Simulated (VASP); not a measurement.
```xyz
2
Lattice="0.0000 2.6916 2.6916 2.6916 0.0000 2.6916 2.6916 2.6916 0.0000" Properties=species:S:1:pos:R:3 pbc="T T T"
Mg     0.0000     0.0000     0.0000
Se     2.6916     2.6916     2.6916
```

Calculation: LDA (Ceperley-Alder, Perdew-Zunger), VASP's LDA PAW potentials (set 64) (plane waves; VASP). Settings: 400 eV cut-off, Gaussian smearing of 0.050 eV, potentials Mg Se.

### Question
Give the energies of bands 2 to 7 at the high-symmetry points, in eV from the valence-band maximum.

### Answer

| band | Γ | X | U | L | W |
|---|---|---|---|---|---|
| 2 | 0.00 | -4.50 | -3.99 | -5.20 | -3.52 |
| 3 | 0.00 | -1.89 | -3.53 | -0.63 | -3.52 |
| 4 | 0.00 | -1.89 | -1.53 | -0.63 | -2.71 |
| 5 | 2.66 | 1.71 | 2.95 | 3.75 | 4.57 |
| 6 | 7.34 | 3.78 | 6.25 | 6.04 | 6.97 |
| 7 | 7.34 | 12.01 | 8.99 | 6.04 | 7.56 |

The gap is indirect, 1.71 eV, from the valence maximum at Γ to the conduction minimum at X.

The structure comes from a computed database's MgSe entry (Fm-3m); how it stands against other phases isn't given here. It was relaxed first.
